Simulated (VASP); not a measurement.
Computed with PBEsol GGA, VASP's PBE PAW potentials (set 64) (plane waves; VASP).

Gaps are without spin-orbit coupling.

```yaml
volume_per_atom: 35.23 Å³/atom
band gap (over mesh and band path): 4.33 eV
smallest direct gap (over mesh and band path): 4.33 eV
hill_bulk_modulus: 155 kbar
hill_shear_modulus: 8.2 GPa
```

### Question
Which relaxed crystal gives these values?
A) KBr, Fm-3m (225)
B) C, Fd-3m (227)
C) BP, F-43m (216)
D) CsSnI3, P4/mbm (127)

### Answer
A, KBr, Fm-3m (225)
